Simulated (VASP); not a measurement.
**VSe (relaxed from the zinc blende structure, space group F-43m): computed properties**

Level of theory: PBEsol GGA, VASP's PBE PAW potentials (set 64) (plane waves; VASP).

```json
{
 "space_group": "F-43m (216)",
 "cell": "a = b = c = 5.5922 Å, α = β = γ = 90.00°",
 "volume_per_atom": "21.86 Å³/atom",
 "band gap (over mesh and band path)": "none (metal, semimetal or under 0.01 eV)",
 "cell_moment": "-2.40 μB",
 "density": "4.93 g/cm³"
}
```

```
VSe
1.0
    0.00000     2.79610     2.79610
    2.79610     0.00000     2.79610
    2.79610     2.79610     0.00000
V Se
1 1
Direct
  0.00000   0.00000   0.00000
  0.25000   0.25000   0.25000
```
Starting moments (μB, in the order of the record's atoms V Se): -2.1 0.1.

The structure was generated: VSe was put into the zinc blende type (F-43m), which need not be its known phase. It was relaxed first, which changed the volume by -30 %. Symmetry was kept, so distortions that lower it aren't found.
